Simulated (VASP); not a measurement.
Method: SCAN meta-GGA, VASP's PBE PAW potentials (set 64) (plane waves; VASP 6.6.1).

VASP input:

### POSCAR
```
Cr
1
    2.9528547187     0.0000000000    -0.0000000000
   -0.0000000000     2.9528547187     0.0000000000
    0.0000000000    -0.0000000000     2.9528547187
Cr
2
Direct
  0.0000000000   0.0000000000   0.0000000000
  0.5000000000   0.5000000000   0.5000000000
```

### INCAR
```
# general
SYSTEM   =  Cr
PREC     =  Accurate
ENCUT    =  520   # plane-wave cut-off (eV)
LREAL    =  .False.   # projection in real space or not
LASPH    =  .True.

# electronic loop
EDIFF    =  1E-7   # SCF stop (eV)
NELM     =  100
ALGO     =  Normal   # blocked Davidson
LMAXMIX  =  4   # l cut-off of mixed one-centre charges
LMIXTAU  =  .True.

# smearing
ISMEAR   =  -5

# functional
METAGGA  =  SCAN

# spin
ISPIN    =  2
MAGMOM   =  2.6 -2.6

# ions
ISIF     =  2   # forces and stress, cell fixed

# output
LWAVE    =  .False.
LCHARG   =  .False.
LORBIT   =  11   # lm-projected
NEDOS    =  601
```

### KPOINTS
```
Automatic mesh
0
Gamma
14 14 14
0 0 0
```

File KPOINTS_OPT:
```
k-points along high-symmetry lines
10
Line-mode
Reciprocal
  0.000000   0.000000   0.000000 ! GAMMA
  0.000000   0.500000   0.000000 ! X

  0.000000   0.500000   0.000000 ! X
  0.500000   0.500000   0.000000 ! M

  0.500000   0.500000   0.000000 ! M
  0.000000   0.000000   0.000000 ! GAMMA

  0.000000   0.000000   0.000000 ! GAMMA
  0.500000   0.500000   0.500000 ! R

  0.500000   0.500000   0.500000 ! R
  0.000000   0.500000   0.000000 ! X

  0.500000   0.500000   0.500000 ! R
  0.500000   0.500000   0.000000 ! M
```

POTCAR, in this order: Cr_pv (PBE.64 set). Program: vasp_std.

Q: What will the output report for the number of irreducible k-points (NKPTS), largest plane-wave count, number of space-group operations, FFT grid (NGX, NGY, NGZ)?

A: 
The number of irreducible k-points (NKPTS) comes out as 120, the largest plane-wave count is 739 and the number of space-group operations comes out as 48. The FFT grid (NGX, NGY, NGZ) is 24 × 24 × 24.

The compound is Cr in the bcc, AFM order structure. It was relaxed first, which changed the volume by +8 %.
